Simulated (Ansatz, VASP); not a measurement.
# PNO: VASP beside Ansatz, part 2 of 2

One calculation is typed for both programs; each brings its own data sets. How far apart do they land? The cell is taken from a series of runs on this material, whose earlier steps may have relaxed, scaled, displaced or heated it; both programs get it as it stands.

VASP 6.6.1 and Ansatz 0.2.0.

So far: The starting structure; VASP: dielectric response, LDA.

**3. Ansatz: dielectric response, LDA**

Level of this step: Ansatz beside VASP: Kohn-Sham DFT, plane waves, LDA (Ansatz).

Ansatz runs on its default PAW (the set named soft_2) files.

The same cell, functional (in two slightly different forms) and mesh now go to Ansatz, which takes its cutoff from its data sets.

input.yaml reads:

```yaml
crystal:
  lattice:
    - [3.278002254, -3.2861133804, 0.0]
    - [3.278002254, 3.2861133804, 0.0]
    - [-3.0285518603, 0.0, 3.4888659548]
  atoms:
    - { symbol: P, position: [0.7304096, 0.01031392, 0.00016709] }
    - { symbol: P, position: [0.01031392, 0.7304096, 0.50016709] }
    - { symbol: "N", position: [0.74286473, 0.38254462, 0.24963269] }
    - { symbol: "N", position: [0.38254462, 0.74286473, 0.74963269] }
    - { symbol: O, position: [0.88308961, 0.00077752, 0.75020022] }
    - { symbol: O, position: [0.00077752, 0.88308961, 0.25020022] }
kpoints:
  mp_grid: { grid: [6, 6, 6] }
hamiltonian:
  xc: lda
scf:
  occupations: { method: fixed }
dielectric: {}
```

On the command line:

```
$ ansatz run input.yaml --threads 4 --pin off --max-ram 5529MiB --backend cpu --events-out ev --progress --plain --runs-dir out
```

Numbers of over 12 decimals in the logs are rounded to 6 here.

Output:

```text
Engine: ansatz 0.2.0, aarch64-unknown-linux-gnu
Pseudopotentials: kind: paw
Pseudopotential: P, paw, valence charge 5, recommended cutoff 420 eV (normal), P.paw.azcp
Pseudopotential: N, paw, valence charge 5, recommended cutoff 420 eV (normal), N.paw.azcp
Pseudopotential: O, paw, valence charge 6, recommended cutoff 420 eV (normal), O.paw.azcp
Functional definition: SPW92
  exchange = slater_x
  correlation = pw_c
Crystal: 6 atoms, lattice volume = 75.163 Å³
Basis set: ecut = 420 eV, 1455 PW (Γ), exchange–correlation on 64×64×64 points (8 copies of the dense FFT grid, shifted against one another)
Bands: 22, of which v1, the nominal top of the filled ones, is band 16 counted from 1 (15 counted from 0)
Symmetry: 2 space group operations
k-points: 112 of 216 (irreducible under 1 space group operation, time reversal used)
Non-local potential: P, projectors of the file, l = 0: 2, l = 1: 2, l = 2: 2
Non-local potential: N, projectors of the file, l = 0: 2, l = 1: 2, l = 2: 1
Non-local potential: O, projectors of the file, l = 0: 2, l = 1: 2, l = 2: 1
PAW form: soft (Blöchl's): semilocal exchange-correlation on the pseudo side does not see the compensation charge
PAW frozen core: P, regenerated for the run's functional, and the local potential with it (the file was generated under x = pbe(κ = 0.804, μ = 0.219515), c = pbe(β = 0.066725))
PAW frozen core: N, regenerated for the run's functional, and the local potential with it (the file was generated under x = pbe(κ = 0.804, μ = 0.219515), c = pbe(β = 0.066725))
PAW frozen core: O, regenerated for the run's functional, and the local potential with it (the file was generated under x = pbe(κ = 0.804, μ = 0.219515), c = pbe(β = 0.066725))
PAW one-centre angular grid: P, 110 points (default); XC on 64 Gauss nodes
PAW one-centre angular grid: N, 110 points (default); XC on 64 Gauss nodes
PAW one-centre angular grid: O, 110 points (default); XC on 64 Gauss nodes
Initial density: superposition of atomic densities (neutral atoms: chi_scale 0, normalization atom), corrected by the library's trained network
Initial wavefunctions: pseudopotential atomic-orbital guess
Functional: x = slater, c = lda
SCF iter   1: F=—  HF=-3312.559670 eV  |F-HF|=—  |Δ(HF+E_count)|=         —  Δρ=1.11e-2  dr2=8.30e-2  ethr=1.77e-3  ⟨swp⟩=5.9  Hψ=13089  notcnv=0  defer=444
preconditioner: auto → none  [insulator: Δε(μ)=4.877 eV  Ē_g=16.001 eV  n_scr=14 (ndim 8)  ℏωp=24.2 eV  f_vac=0.144  ε∞_Penn≈3.3]
SCF iter   2: F=—  HF=-3312.538597 eV  |F-HF|=—  |Δ(HF+E_count)|=   2.11e-2  Δρ=4.95e-3  dr2=9.43e-3  ethr=2.59e-4  ⟨swp⟩=3.2  Hψ=5493  notcnv=0  defer=448
SCF iter   3: F=—  HF=-3312.535588 eV  |F-HF|=—  |Δ(HF+E_count)|=   3.01e-3  Δρ=1.74e-3  dr2=9.95e-4  ethr=2.95e-5  ⟨swp⟩=2.7  Hψ=4285  notcnv=0  defer=448
SCF iter   4: F=—  HF=-3312.535420 eV  |F-HF|=—  |Δ(HF+E_count)|=   1.68e-4  Δρ=8.22e-4  dr2=4.31e-4  ethr=3.11e-6  ⟨swp⟩=3.2  Hψ=4689  notcnv=0  defer=448
SCF iter   5: F=—  HF=-3312.535305 eV  |F-HF|=—  |Δ(HF+E_count)|=   1.15e-4  Δρ=8.57e-5  dr2=1.77e-6  ethr=1.35e-6  ⟨swp⟩=2.0  Hψ=3759  notcnv=0  defer=443
SCF iter   6: F=—  HF=-3312.535305 eV  |F-HF|=—  |Δ(HF+E_count)|=   1.95e-7  Δρ=3.40e-5  dr2=2.43e-7  ethr=5.52e-9  ⟨swp⟩=3.0  Hψ=4443  notcnv=0  defer=437
SCF iter   7: F=—  HF=-3312.535305 eV  |F-HF|=—  |Δ(HF+E_count)|=   2.84e-8  Δρ=4.90e-6  dr2=1.10e-8  ethr=7.61e-10  ⟨swp⟩=3.0  Hψ=4386  notcnv=0  defer=432
SCF iter   8: F=—  HF=-3312.535305 eV  |F-HF|=—  |Δ(HF+E_count)|=   1.75e-9  Δρ=1.13e-6  dr2=4.37e-10  ethr=3.43e-11  ⟨swp⟩=2.2  Hψ=3742  notcnv=0  defer=427
SCF iter   9: F=-3312.535305 eV  HF=-3312.535305 eV  |F-HF|=8.64e-12  |Δ(HF+E_count)|=  1.14e-10  Δρ=1.33e-7  dr2=1.37e-11  ethr=1.00e-12  ⟨swp⟩=13.3  Hψ=13308  notcnv=0
SCF 1 converged in 9 iterations: F = -3312.535305 eV  dr2 = 1.37e-11
  greatest PAW one-centre occupation: 0.860 electrons in one spin orbital (limit 2), on the O atom at site 5 (counted from 0), in its partial waves of l = 0
NSCF: frozen V_eff on 4 k-points
DFPT response loops at Γ: preconditioner auto → none (the input reference at scf.mixing.eps_inf says where Resta's filter doesn't serve); β = 0.50; Broyden in place of MSR1
SCF converged after 9 iterations
Free energy (F): -3312.535305 eV
Harris-Foulkes:  -3312.535305 eV  (|F-HF|=8.64e-12)
Internal energy: -3312.535305 eV  (E = F + TS)
E sigma→0 (E₀):  -3312.535305 eV
Fermi energy:    4.000063 eV
--- Per-component energies (eV) ---
  E_band       = -137.711386
  E_kinetic    = 781.619592
  E_local      = -1881.827769  (includes V_loc(G=0)·N_el)
  E_nonlocal   = 259.347491
  E_hartree    = 651.475390
  E_xc         = -389.974829
  E_vxc        = -465.188573  (∫ρ·V_xc dr)
  E_paw        = -1614.124362  (= ΣΔE_a)
  E_vpaw       = -134.618312  (= ΣTr[D̂ρ^β])
  E_aug_tail   = 0.005417  (compensation charges beyond the density's cutoff)
  E_ewald      = -1119.644868
  E_core_change = 0.588634  (= ΣΔE_core)
  E_smearing   = -0.000000  (= −TS)
  E_closure    = 0.000000  (closes the sum)
  Σ components = -3312.535305   (vs F -3312.535305, Δ=0.00e0)
--- Band table (eV; the first three rows and the last of 112) ---
  k-point 0: bands = [... 12 lower, 2.0562, 2.1715, 3.4163, 3.4616, 9.0187, 9.4463, 11.4966, 12.2559, ... 2 higher]
  k-point 1: bands = [... 12 lower, 1.9610, 2.1288, 3.2924, 3.3770, 9.4245, 10.0504, 11.3033, 12.1665, ... 2 higher]
  k-point 2: bands = [... 12 lower, 1.8223, 2.0798, 3.1430, 3.2259, 10.3113, 11.1043, 11.4949, 12.1033, ... 2 higher]
  k-point 111: bands = [... 12 lower, 2.6249, 2.6249, 3.0668, 3.0668, 10.4329, 10.4329, 11.6796, 11.6796, ... 2 higher]
--- Dielectric response (ions clamped): 3 representative field directions + reference, on 112 of 216 k-points (Σ response iterations 28) ---
  k mesh reduced under 1 symmetry operation, with k and −k counted as one. Each operation leaves every solved perturbation unchanged. A smaller set is not considered because the run solves the response to a homogeneous field
  ε∞ (high-frequency dielectric tensor):
        3.195192    -0.000000     0.334762
       -0.000000     3.115693    -0.000000
        0.334762    -0.000000     3.178573
  Born effective charges Z* (e; rows j = field, columns β = displacement):
    site 0:
         4.19933    0.97458    0.50719
        -0.92457    4.12119    0.14470
         0.54226    0.37278    4.22762
    site 1:
         4.19933   -0.97458    0.50719
         0.92457    4.12119   -0.14470
         0.54226   -0.37278    4.22762
    site 2:
        -2.33400   -0.77900   -1.17968
        -0.76184   -1.93633   -0.80719
        -1.14764   -0.76301   -2.29120
    site 3:
        -2.33400    0.77900   -1.17968
         0.76184   -1.93633    0.80719
        -1.14764    0.76301   -2.29120
    site 4:
        -1.86533    0.83154    0.67249
         0.82429   -2.18486   -1.00256
         0.60537   -0.94758   -1.93642
    site 5:
        -1.86533   -0.83154    0.67249
        -0.82429   -2.18486    1.00256
         0.60537    0.94758   -1.93642
  Z* charge neutrality: 1.697e-5 e pre-enforcement
  k-mesh period / interband length: 27.7 Å / 1.11 Å = 24.87 at k = (0.0000, 0.0000, 0.0000), direct gap 5.557 eV — 14 or more, which is no proof of convergence
```

In the SCF lines HF is the Harris–Foulkes energy and dr2 the Hartree energy of the density residual, in eV; the loop may stop once dr2 is under the threshold and the program's other checks hold. Hψ counts applications of the Hamiltonian.

**4. Comparison**

Known differences besides the potentials themselves: the two LDA forms differ slightly; fixed occupations in Ansatz, narrow Gaussian smearing in VASP; the cutoff is 420 eV in Ansatz and 520 eV in VASP; VASP's log shows a relativistic correction to its local exchange, Ansatz's none. Total energies have different zeros and are not compared.

Both answers:

```
quantity  Ansatz  VASP  difference
   ε∞ xx    3.20  3.19     +0.12 %
   ε∞ yy    3.12  3.11     +0.11 %
   ε∞ zz    3.18  3.17     +0.12 %
```

**5. Summary of results**

```yaml
difference_in_eps_infinity_zz_dielectric_response_lda: 0.12 %
```

The difference in ε∞ zz is 0.12 % (dielectric response, LDA), within the 5 % picked in this series as the mark of a large difference. Such differences can come from data sets, numerical settings and the points named under the comparisons, not from the functional's error against experiment.

[Lines on the potential files, build, host, timing and source positions are cut from VASP's logs without a mark.]

[Logs are printed without paths, hosts, clocks, repeated set-up lines and the standing remarks that a program may print on its own settings, such as how far it seeks lower states.]

[Hosts, paths, dates, database ids (printed as entryN), source tags and the programs' standing remarks are cut or masked in the printed files.]
